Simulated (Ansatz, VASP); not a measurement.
# Cross-check of Pb (Lead) between VASP and Ansatz

Aim: how closely do two programs agree when they are given the same cell, functional and k mesh? The cell is taken from a series of runs on this material, whose earlier steps may have relaxed, scaled, displaced or heated it; both programs get it as it stands.

Calculated with Ansatz 0.2.0; plane waves, with VASP 6.6.1 beside it; relaxation of cell and atoms at PBEsol, spin-orbit coupling.

## 1. Starting point

Symmetry: Fm-3m, No. 225, cubic system. The conventional cell has a = 4.932 Å, b = 4.932 Å, c = 4.932 Å, α = 90.00°, β = 90.00°, γ = 90.00°. Nearest to Pb lie 12 Pb at 3.49 Å.

## 2. VASP: relaxation of cell and atoms, PBEsol, spin-orbit coupling

The relaxed volume is the usual yardstick between codes: in a stiff, nearly cubic crystal its relative difference is about their pressure difference at one cell divided by the bulk modulus.

Lines of VASP's logs that name or quote its potential files are left out, and so is its time.

File INCAR:

```
SYSTEM = Pb
PREC = Accurate
ENCUT = 500
EDIFF = 1E-07
NELM = 200
ISMEAR = -1
SIGMA = 0.15
LREAL = .FALSE.
ALGO = Normal
GGA = PS
LNONCOLLINEAR = .TRUE.
MAGMOM = 0 0 0
NBANDS = 26
GGA_COMPAT = .FALSE.
LASPH = .TRUE.
LSORBIT = .TRUE.
LORBIT = 11
LWAVE = .FALSE.
LCHARG = .FALSE.
ISIF = 3
IBRION = 2
NSW = 80
EDIFFG = -0.005
NELMIN = 4
```

File POSCAR:

```
Pb
1.0
    0.0000000000      2.4659620000      2.4659620000
    2.4659620000      0.0000000000      2.4659620000
    2.4659620000      2.4659620000      0.0000000000
Pb
1
Direct
    0.0000000000      0.0000000000      0.0000000000
```

File KPOINTS:

```
Automatic mesh
0
Gamma
18 18 18
0 0 0
```

PAW data sets: Pb_d (PBE family, release 64).

The run is started by

```sh
$ mpirun -np 1 vasp_ncl
```

Numbers of over 12 decimals in the logs are rounded to 6 here.

The program printed:

```text
[banner, memory and clock lines left out]
running    1 mpi-ranks, on    1 nodes
 distrk:  each k-point on    1 cores,    1 groups
 distr:  one band on    1 cores,    1 groups

 POSCAR found type information on POSCAR Pb
 POSCAR found :  1 types and       1 ions
|                                                                             |
|               ----> ADVICE to this user running VASP <----                  |
|                                                                             |
|     You enforced a specific xc type in the INCAR file but a different       |
|     [... a line on the potential file left out ...]
|     I HOPE YOU KNOW WHAT YOU ARE DOING!                                     |
|                                                                             |

 LDA part: xc-table for (Slater+PW92), standard interpolation
 POSCAR, INCAR and KPOINTS ok, starting setup
 FFT: planning ... GRIDC
 FFT: planning ... GRID_SOFT
 FFT: planning ... GRID
 WAVECAR not read
 entering main loop
       N       E                     dE             d eps       ncg     rms          rms(c)
DAV:   1     0.150537651594E+03    0.15054E+03   -0.64509E+03 10168   0.127E+03
DAV:   2     0.736468209202E+01   -0.14317E+03   -0.13713E+03 10386   0.351E+02
DAV:   3    -0.415391697195E+01   -0.11519E+02   -0.11387E+02 12272   0.121E+02
DAV:   4    -0.455056127251E+01   -0.39664E+00   -0.39621E+00 12976   0.237E+01
DAV:   5    -0.457049537156E+01   -0.19934E-01   -0.19932E-01 15626   0.485E+00    0.586E-01
DAV:   6    -0.456071521015E+01    0.97802E-02   -0.13823E-02 14420   0.206E+00    0.266E-01
DAV:   7    -0.455796172619E+01    0.27535E-02   -0.43525E-03 14986   0.105E+00    0.200E-01
DAV:   8    -0.455780374424E+01    0.15798E-03   -0.17460E-04 12132   0.155E-01    0.377E-02
DAV:   9    -0.455769960588E+01    0.10414E-03   -0.71056E-05 13234   0.158E-01    0.356E-03
DAV:  10    -0.455769890243E+01    0.70345E-06   -0.14269E-06 15260   0.172E-02    0.171E-03
DAV:  11    -0.455769832785E+01    0.57459E-06   -0.58019E-08  9874   0.303E-03    0.383E-04
DAV:  12    -0.455769825348E+01    0.74362E-07   -0.84006E-09  7308   0.109E-03
   1 F= -.45576983E+01 E0= -.45375829E+01  d E =-.455770E+01  mag=     0.0000     0.0000     0.0000
 curvature:   0.00 expect dE= 0.000E+00 dE for cont linesearch  0.000E+00
 trial: gam= 0.00000 g(F)=  0.293E-64 g(S)=  0.112E-03 ort = 0.000E+00 (trialstep = 0.100E+01)
 search vector abs. value=  0.112E-03
 bond charge predicted
       N       E                     dE             d eps       ncg     rms          rms(c)
DAV:   1    -0.456047153987E+01   -0.27732E-02   -0.71581E-02 13190   0.551E+00    0.270E-01
DAV:   2    -0.455810423826E+01    0.23673E-02   -0.41969E-03 12534   0.141E+00    0.979E-02
DAV:   3    -0.455775056960E+01    0.35367E-03   -0.12793E-03 14908   0.701E-01    0.910E-03
DAV:   4    -0.455774973277E+01    0.83683E-06   -0.37653E-05 13216   0.791E-02    0.449E-03
DAV:   5    -0.455774909826E+01    0.63450E-06   -0.37778E-06 12788   0.191E-02    0.398E-03
DAV:   6    -0.455774869520E+01    0.40307E-06   -0.19625E-06 12542   0.115E-02    0.218E-03
DAV:   7    -0.455774868591E+01    0.92882E-08   -0.59293E-07 14458   0.148E-02
   2 F= -.45577487E+01 E0= -.45375764E+01  d E =-.504324E-04  mag=     0.0000     0.0000     0.0000
 trial-energy change:   -0.000050  1 .order   -0.000047   -0.000112    0.000019
 step:   0.8754(harm=  0.8571)  dis= 0.00000  next Energy=    -4.557750 (dE=-0.516E-04)
 reached required accuracy - stopping structural energy minimisation
```

From OUTCAR (step 2):

```text
ion  position               nearest neighbor table
   1  0.000  0.000  0.000-

  LATTYP: Found a face centered cubic cell.
 ALAT       =     4.9319240000

 Subroutine GETGRP returns: Found 48 space group operations
 (whereof 48 operations were pure point group operations)

The static configuration has the point symmetry O_h .

 Found    195 irreducible k-points:

   k-points           NKPTS =    195   k-points in BZ     NKDIM =    195   number of bands    NBANDS=     26

   dimension x,y,z NGX =    28 NGY =   28 NGZ =   28
   dimension x,y,z NGXF=    56 NGYF=   56 NGZF=   56

   ENCUT  =  500.0 eV  36.75 Ry    6.06 a.u.   6.36  6.36  6.36*2*pi/ulx,y,z

   NELECT =      14.0000    total number of electrons

 k-points in reciprocal lattice and weights: Automatic mesh
   0.00000000  0.00000000  0.00000000       0.000
   0.05555556  0.00000000  0.00000000       0.001
   0.11111111  0.00000000  0.00000000       0.001
   0.16666667  0.00000000  0.00000000       0.001
   0.22222222  0.00000000  0.00000000       0.001
   0.27777778  0.00000000  0.00000000       0.001
   0.33333333  0.00000000  0.00000000       0.001
   0.38888889  0.00000000  0.00000000       0.001
   0.44444444  0.00000000  0.00000000       0.001
[...]
-0.27777778  0.44444444  0.22222222       0.004
  -0.27777778  0.50000000  0.22222222       0.002

 average (electrostatic) potential at core
       1 -89.9055

 E-fermi :   7.1046

 k-point     1 :       0.0000    0.0000    0.0000
  band No.  band energies     occupation
    ...
      8      -8.6382      1.00000
      9      -8.6382      1.00000
     10      -8.6382      1.00000
     11      -4.6087      1.00000
     12      -4.6087      1.00000
     13      12.5157      0.00000
     14      12.5157      0.00000
     15      15.5603      0.00000
     16      15.5603      0.00000
     17      15.5603      0.00000
    ...

 k-point     2 :       0.0556    0.0000    0.0000
  band No.  band energies     occupation
    ...
      8      -8.6406      1.00000
      9      -8.6340      1.00000
     10      -8.6340      1.00000
     11      -4.5490      1.00000
     12      -4.5490      1.00000
     13      12.2784      0.00000
     14      12.2784      0.00000
     15      14.9129      0.00000
     16      14.9129      0.00000
     17      15.4674      0.00000
    ...

 k-point     3 :       0.1111    0.0000    0.0000
  band No.  band energies     occupation
    ...
      8      -8.6473      1.00000
      9      -8.6217      1.00000
     10      -8.6217      1.00000
     11      -4.3696      1.00000
     12      -4.3696      1.00000
     13      11.4550      0.00000
     14      11.4550      0.00000
     15      13.9499      0.00000
     16      13.9499      0.00000
     17      15.2262      0.00000
    ...

  Total       -0.0046440     -0.0046440     -0.0046440     -0.0000000     -0.0000000      0.0000000
  in kB       -0.2470938     -0.2470938     -0.2470938     -0.0000000     -0.0000000      0.0000000
  external PRESSURE =      -0.2470938 kB  Pullay stress =       0.0000000 kB

  energy-cutoff  :      500.00
  volume of cell :       30.11
      direct lattice vectors                 reciprocal lattice vectors
     0.000000000  2.469275036  2.469275036    -0.202488582  0.202488582  0.202488582
     2.469275036  0.000000000  2.469275036     0.202488582 -0.202488582  0.202488582
     2.469275036  2.469275036 -0.000000000     0.202488582  0.202488582 -0.202488582

 POSITION                                       TOTAL-FORCE (eV/Angst)
 -----------------------------------------------------------------------------------
      2.46928      2.46928      4.93855         0.000000      0.000000     -0.000000
 -----------------------------------------------------------------------------------
    total drift:                                0.000000      0.000000      0.000000

  FREE ENERGIE OF THE ION-ELECTRON SYSTEM (eV)
  ---------------------------------------------------
  free  energy   TOTEN  =        -4.5577486859 eV

  energy  without entropy=       -4.5174041124  energy(sigma->0) =       -4.53757640

 reached required accuracy - stopping structural energy minimisation

 Spin-Orbit-Coupling matrix elements
 Ion:    1  E_soc:     -1.1370437

 total charge
# of ion       s       p       d       tot
------------------------------------------
    1        1.388   0.760   9.809  11.957

 magnetization (x)
# of ion       s       p       d       tot
------------------------------------------
    1        0.000   0.000  -0.000   0.000

 magnetization (y)
# of ion       s       p       d       tot
------------------------------------------
    1        0.000   0.000  -0.000   0.000

 magnetization (z)
# of ion       s       p       d       tot
------------------------------------------
    1        0.000   0.000  -0.000   0.000

[... 3 further parts left out ...]
```

CONTCAR:

```
Pb
   1.00000000000000
     0.0000000000000000    2.4692750361238249    2.4692750361238249
     2.4692750361238249    0.0000000000000001    2.4692750361238249
     2.4692750361238249    2.4692750361238249   -0.0000000000000000
  Pb
     1
Direct
     1.0000000000000000    1.0000000000000000    0.0000000000000000
```

The run keeps the 48 symmetry operations of its start, so it cannot find a distortion of lower symmetry.

## 3. Ansatz: relaxation of cell and atoms, PBEsol, spin-orbit coupling

Ansatz runs on its PAW fully relativistic soft_1 files.

The same cell, functional, mesh and smearing now go to Ansatz, which takes its cutoff from its data sets.

File input.yaml:

```yaml
crystal:
  lattice:
    - [0.0, 2.4659619055, 2.4659619055]
    - [2.4659619055, 0.0, 2.4659619055]
    - [2.4659619055, 2.4659619055, 0.0]
  atoms:
    - { symbol: Pb, position: [0.0, 0.0, 0.0] }
kpoints:
  mp_grid: { grid: [18, 18, 18] }
hamiltonian:
  xc: pbesol
  pseudopotentials: { kind: paw_fr, azcp: { folder: soft_1 }, xc_functional: pbe }
scf:
  occupations: { method: fermi_dirac, width: 0.15 }
output:
  forces: true
  stress: true
  eigenvalues: true
magnetization:
  noncollinear: true
  spin_orbit: true
relax:
  adjacent_minimum: "off"
  f_tol: 0.001
  max_steps: 60
  cell: { stress_tol: 0.01 }
```

The run is started by

```sh
$ ansatz run input.yaml --threads 8 --pin off --max-ram 15360MiB --backend cpu --events-out ev --progress --plain --runs-dir out
```

The program printed:

```text
Engine: ansatz 0.2.0, aarch64-unknown-linux-gnu
Pseudopotentials: kind: paw_fr
Pseudopotential: Pb, paw, valence charge 14, recommended cutoff 420 eV (normal), soft_1/Pb.paw.azcp
Functional definition: PBEsol
  exchange = pbesol_x
  correlation = pbesol_c
non-collinear run that drives no moment, with spin-orbit: no starting moment large enough to seed its density (crystal.atoms[].spin), no starting occupations that ask for one, no magnetisation constraint and no magnetic field, so the semilocal B_xc is pinned to zero
Crystal: 1 atoms, lattice volume = 29.991 Å³
Basis set: ecut = 420 eV, 561 PW (Γ), exchange–correlation on 48×48×48 points (8 copies of the dense FFT grid, shifted against one another)
Bands: 22, of which v1, the nominal top of the filled ones, is band 14 counted from 1 (13 counted from 0)
Symmetry: 48 space group operations + 48 with time reversal
Magnetic group: BNS 225.117 (UNI 1619), of the structure as read, at distance tolerance 3.1e-5 Å
k-points: 195 of 5832
Projection manifold: j_resolved (fully-relativistic pseudo-atomic orbitals)
Non-local potential: Pb, projectors of the file, resolved by j, l = 0: 2, l = 1: 4, l = 2: 4, l = 3: 2
PAW form: soft (Blöchl's): semilocal exchange-correlation on the pseudo side does not see the compensation charge
PAW frozen core: Pb, regenerated for the run's functional, and the local potential with it (the file was generated under x = pbe(κ = 0.804, μ = 0.219515), c = pbe(β = 0.066725))
PAW one-centre angular grid: Pb, 590 points (default); XC on 64 Gauss nodes
Initial density: superposition of atomic densities (chi_scale 0.1, normalization cell)
Initial wavefunctions: pseudopotential atomic-orbital guess
Functional: x = pbesol(κ = 0.804, μ = 0.123457), c = pbesol(β = 0.046)
SCF iter   1: F=—  HF=-11795.046862 eV  |F-HF|=—  |Δ(HF+E_count)|=         —  Δρ=6.19e-3  dr2=1.68e-2  dr2_m=0.00e0 (ungated)  ethr=3.10e-3  |M|=0.00e0 ∫|m|=0.00e0 μB  |m|>n=0.0e0 m-floor=0.0e0 τ_xc=0.0e0  β_m=0.30  ⟨swp⟩=12.3  Hψ=16868  notcnv=0  defer=14
preconditioner: auto → none  [metal: Δε(μ)=0.013 eV  Ē_g=19.651 eV  σ=0.150 eV  W_gap=0.02  n_scr=8 (ndim 8)  ℏωp=25.4 eV  f_vac=0.000  D(μ)=0.56/eV (n_scr^D=0)  sad-step TF]
SCF iter   2: F=—  HF=-11795.043367 eV  |F-HF|=—  |Δ(HF+E_count)|=   3.50e-3  Δρ=5.03e-3  dr2=1.13e-2  dr2_m=0.00e0 (ungated)  ethr=1.20e-4  |M|=0.00e0 ∫|m|=0.00e0 μB  |m|>n=0.0e0 m-floor=0.0e0 τ_xc=0.0e0  β_m=0.54  ⟨swp⟩=1.4  Hψ=3046  notcnv=0  defer=40
SCF iter   3: F=—  HF=-11795.039556 eV  |F-HF|=—  |Δ(HF+E_count)|=   3.81e-3  Δρ=1.55e-3  dr2=4.78e-4  dr2_m=0.00e0 (ungated)  ethr=8.04e-5  |M|=0.00e0 ∫|m|=0.00e0 μB  |m|>n=0.0e0 m-floor=0.0e0 τ_xc=0.0e0  β_m=0.78  ⟨swp⟩=2.0  Hψ=3572  notcnv=0  defer=40
SCF iter   4: F=—  HF=-11795.039546 eV  |F-HF|=—  |Δ(HF+E_count)|=   1.08e-5  Δρ=9.39e-4  dr2=3.57e-4  dr2_m=0.00e0 (ungated)  ethr=3.41e-6  |M|=0.00e0 ∫|m|=0.00e0 μB  |m|>n=0.0e0 m-floor=0.0e0 τ_xc=0.0e0  β_m=0.70  ⟨swp⟩=2.0  Hψ=3734  notcnv=0  defer=50
SCF iter   5: F=—  HF=-11795.039414 eV  |F-HF|=—  |Δ(HF+E_count)|=   1.32e-4  Δρ=4.62e-4  dr2=8.85e-5  dr2_m=0.00e0 (ungated)  ethr=2.55e-6  |M|=0.00e0 ∫|m|=0.00e0 μB  |m|>n=0.0e0 m-floor=0.0e0 τ_xc=0.0e0  β_m=0.85  ⟨swp⟩=2.2  Hψ=3259  notcnv=0  defer=50
SCF iter   6: F=—  HF=-11795.039374 eV  |F-HF|=—  |Δ(HF+E_count)|=   3.97e-5  Δρ=1.24e-4  dr2=6.10e-6  dr2_m=0.00e0 (ungated)  ethr=6.32e-7  |M|=0.00e0 ∫|m|=0.00e0 μB  |m|>n=0.0e0 m-floor=0.0e0 τ_xc=0.0e0  β_m=0.85  ⟨swp⟩=2.5  Hψ=3520  notcnv=0  defer=50
SCF iter   7: F=—  HF=-11795.039371 eV  |F-HF|=—  |Δ(HF+E_count)|=   2.89e-6  Δρ=1.69e-5  dr2=1.08e-7  dr2_m=0.00e0 (ungated)  ethr=4.36e-8  |M|=0.00e0 ∫|m|=0.00e0 μB  |m|>n=0.0e0 m-floor=0.0e0 τ_xc=0.0e0  β_m=0.93  ⟨swp⟩=2.0  Hψ=3489  notcnv=0  defer=50
SCF iter   8: F=-11795.039371 eV  HF=-11795.039371 eV  |F-HF|=1.03e-9  |Δ(HF+E_count)|=   5.54e-8  Δρ=1.58e-6  dr2=9.86e-10  dr2_m=0.00e0 (ungated)  ethr=7.14e-10  |M|=0.00e0 ∫|m|=0.00e0 μB  |m|>n=0.0e0 m-floor=0.0e0 τ_xc=0.0e0  ⟨swp⟩=9.6  Hψ=12046  notcnv=0
SCF 1 converged in 8 iterations: F = -11795.039371 eV  dr2 = 9.86e-10
  greatest PAW one-centre occupation: 0.977 electrons in one spin orbital (limit 2), on the Pb atom at site 0 (counted from 0), in its partial waves of l = 2
relax step   1: F+E_penalty+E_count = -11795.03937139 eV  Δ(F+E_penalty+E_count) = +0.000e0 eV  max|allowed force component| = 0.000e0 eV/Å  Δτ_max = 0.0000 Å  P = +0.165 GPa  Ω = 29.991 Å³  (8 SCF iters, dr2 threshold 1.00e-7 eV, accepted)
[...]
relax step   2: F+E_penalty+E_count = -11795.03936595 eV  Δ(F+E_penalty+E_count) = +5.433e-6 eV  max|allowed force component| = 0.000e0 eV/Å  Δτ_max = 0.0000 Å  P = -0.004 GPa  Ω = 30.103 Å³  energy of the carried Pulay correction = -6.195e-5 eV  (3 SCF iters, dr2 threshold 6.81e-8 eV, accepted)
[...]
relax step   3: F+E_penalty+E_count = -11795.03942614 eV  Δ(F+E_penalty+E_count) = -6.018e-5 eV  max|allowed force component| = 0.000e0 eV/Å  Δτ_max = 0.0000 Å  P = -0.003 GPa  Ω = 30.103 Å³  stress off target by 2.61e-3 GPa  SCF on the basis re-selected at this cell (its energy is not comparable with the rows above)  (6 SCF iters)
basis re-selected at this cell: Δ(F+E_penalty+E_count) = -6.018e-5 eV, ΔP = +0.001 GPa vs the last step (what re-selecting the basis moved, of the pressure what is left beyond the Pulay correction that the steps carried, after the strain that the cell walked since its last selection, with what the two solves' SCF thresholds leave and, on support functions, any second-order correction that the steps lacked; it is no measure of the basis error at this ecutwfc). This SCF's stress stands 2.61e-3 GPa from its target on what of the cell is left free (relax.cell.stress_tol is 1.00e-2 GPa) and its largest allowed force component is 0.00e0 eV/Å (relax.f_tol is 1.00e-3 eV/Å): [rest of the remark cut]
SCF converged after 6 iterations
Magnetization: |M| = 0.0000 μB,  M = (+0.0000, +0.0000, +0.0000) μB
Absolute magnetization: 0.0000 μB (∫|m|)
  site 0: m = (+0.0000, +0.0000, +0.0000) μB, |m| = 0.0000 μB  (R = 1.44 Å)
Free energy (F): -11795.039426 eV
Harris-Foulkes:  -11795.039426 eV  (|F-HF|=1.27e-11)
Internal energy: -11794.998762 eV  (E = F + TS)
E sigma→0 (E₀):  -11795.019094 eV
Entropy (-TS):   -0.040664 eV (-40.664 meV/atom)
Fermi energy:    10.983185 eV
--- Per-component energies (eV) ---
  E_band       = -33.164767
  E_kinetic    = 295.529241
  E_local      = -974.859900  (includes V_loc(G=0)·N_el)
  E_nonlocal   = 305.511765
  E_hartree    = 374.179318
  E_xc         = -205.135193
  E_vxc        = -139.289703  (∫ρ·V_xc dr)
  E_paw        = -10280.073675  (= ΣΔE_a)
  E_vpaw       = -268.414807  (= ΣTr[D̂ρ^β])
  E_aug_tail   = -0.000008  (compensation charges beyond the density's cutoff)
  E_ewald      = -1310.224721
  E_core_change = 0.074412  (= ΣΔE_core)
  E_smearing   = -0.040664  (= −TS)
  E_closure    = 0.000000  (closes the sum)
  Σ components = -11795.039426   (vs F -11795.039426, Δ=0.00e0)
--- Forces (eV/Å), atoms counted from 1 ---
  atom   1  Pb    -0.00000000     0.00000000     0.00000000
  max |Σ_I F_I| component: 1.74e-29 eV/Å
--- Stress (GPa, compression-positive) ---
       -0.002607       0.000000       0.000000
        0.000000      -0.002607       0.000000
        0.000000       0.000000      -0.002607
  P = ⅓ Tr σ = -0.0026 GPa (-0.026 kbar)
--- Band table (eV; the first three rows and the last of 195) ---
  k-point 0: bands = [... 10 lower, -0.6712, -0.6712, 16.1488, 16.1488, 19.4845, 19.4845, 19.4845, 19.4845, ... 4 higher]
  k-point 1: bands = [... 10 lower, -0.6115, -0.6115, 15.9283, 15.9283, 18.8334, 18.8334, 19.3921, 19.3921, ... 4 higher]
  k-point 2: bands = [... 10 lower, -0.4320, -0.4320, 15.1725, 15.1725, 17.8220, 17.8220, 19.1518, 19.1518, ... 4 higher]
  k-point 194: bands = [... 10 lower, 4.5623, 4.5623, 8.8262, 8.8262, 10.2492, 10.2492, 11.5034, 11.5034, ... 4 higher]
--- Relaxed structure (2 steps of the walk, 2 accepted, 1 SCFs on fresh bases) ---
  F+E_penalty+E_count = -11795.03942614 eV   max|allowed force component| = 0.000e0 eV/Å   (the final SCF, on the basis selected at the relaxed cell)
  cell:  # Å, volume = 30.1034 Å³
    - [0, 2.469041, 2.469041]
    - [2.469041, 0, 2.469041]
    - [2.469041, 2.469041, 0]
  atoms:
    - { symbol: Pb, position: [0.0, 0.0, 0.0] }
```

The column dr2 measures how far the density is from self-consistency, as an energy; F and HF (Harris–Foulkes) agree once it is small.

## 4. Differences

Known differences besides the potentials themselves: spin-orbit coupling enters by fully relativistic files in Ansatz and inside the spheres in VASP; the cutoff is 420 eV in Ansatz and 500 eV in VASP; Ansatz makes its cores anew for this functional, VASP keeps those of its PBE data sets; Ansatz adds a Pulay correction to the stress that steers its cell, VASP none. Total energies have different zeros and are not compared.

Both answers:

```csv
quantity,Ansatz,VASP,difference
volume (Å³),30.10,30.11,-0.03 %
"edge a after relaxation, in the typed setting (Å)",3.492,3.492,-0.01 %
```

## 5. Summary of results

| Property | Result |
| --- | --- |
| difference in volume (relaxation of cell and atoms, PBEsol, spin-orbit coupling) | -0.028 % |

What this shows: The difference in volume is -0.028 % (relaxation of cell and atoms, PBEsol, spin-orbit coupling), within the 1.2 % picked in this series as the mark of a large difference, as far as the stopping tolerances let one tell. How closely two codes agree says nothing of how well the functional describes the real material.

[Lines on the potential files, build, host, timing and source positions are cut from VASP's logs without a mark.]

[Logs are printed without paths, hosts, clocks, repeated set-up lines and the standing remarks that a program may print on its own settings, such as how far it seeks lower states.]

[Hosts, paths, dates, database ids (printed as entryN), source tags and the programs' standing remarks are cut or masked in the printed files.]
